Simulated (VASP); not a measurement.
Here is the system:

```
CELL_PARAMETERS angstrom
      1.65831    -2.87228     0.00000
      1.65831     2.87228     0.00000
      0.00000     0.00000     5.41596
ATOMIC_POSITIONS crystal
  Ga 0.66667 0.33333 0.50034
  Ga 0.33333 0.66667 0.00034
  N  0.66667 0.33333 0.87666
  N  0.33333 0.66667 0.37666
```

The numbers are results of vdW-DF2, VASP's PBE PAW potentials (set 64) (plane waves; VASP), not measurements. Numerical set-up: 520 eV cut-off, 8×8×4 Γ-centred mesh, Gaussian smearing of 0.050 eV, potentials Ga_d N.

Question: Give the stress tensor in GPa (positive for a compressed cell).

Answer: 
```
-4.10   0.00   0.00
 0.00  -4.10   0.00
 0.00   0.00  -3.99
```
The pressure is its mean diagonal, -4.06 GPa.

The compound is GaN in the wurtzite structure. This cell is one point of a volume scan, at 1.03 of the reference volume.
